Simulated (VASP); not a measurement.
SiO$_{2}$ (rutile) is relaxed at rising pressure, each step from the one before. Symmetry mostly holds the structure type, and other phases were not tried. The mesh follows the cell, and a change of mesh leaves a small step in the series.

Consider the following.

```cif
data_O4Si2
_chemical_formula_sum 'Si2 O4'
_space_group_name_H-M_alt 'P42/mnm'
_space_group_IT_number 136
_space_group_name_Hall '-P 4n 2n'
_cell_length_a 4.18127
_cell_length_b 4.18127
_cell_length_c 2.67156
_cell_angle_alpha 90.000
_cell_angle_beta 90.000
_cell_angle_gamma 90.000
loop_
_atom_site_label
_atom_site_type_symbol
_atom_site_symmetry_multiplicity
_atom_site_Wyckoff_symbol
_atom_site_fract_x
_atom_site_fract_y
_atom_site_fract_z
_atom_site_occupancy
Si1 Si 2 a 0.00000 0.00000 0.00000 1
O1 O 4 f 0.30597 0.30597 0.00000 1
```

Calculation: r2SCAN meta-GGA, VASP's PBE PAW potentials (set 64) (plane waves; VASP). Numerical set-up: 620 eV cut-off, 5×5×8 Γ-centred mesh, Gaussian smearing of 0.050 eV, potentials Si O.

```tsv
P (GPa)	V (Å³/atom)	H − H(0) (eV/atom)	space group	gap on the mesh (eV)	k-mesh
0	7.78	0.000	P4_2/mnm	6.51	5×5×8
5	[?]	[?]	P4_2/mnm	6.77	5×5×8
10	7.55	0.479	P4_2/mnm	7.01	6×6×8
20	[?]	[?]	P4_2/mnm	7.49	6×6×8
30	7.19	1.400	P4_2/mnm	7.77	6×6×8
45	6.96	2.063	P4_2/mnm	7.83	6×6×8
```

### Question
Complete the blanks.

### Answer

- 20, V (Å³/atom): 7.36
- 20, H − H(0) (eV/atom): 0.946
- 5, V (Å³/atom): 7.66
- 5, H − H(0) (eV/atom): 0.242

Pressures at which the relaxation failed are left out.

The compound is SiO2 in the rutile structure, stishovite, a high-pressure form.
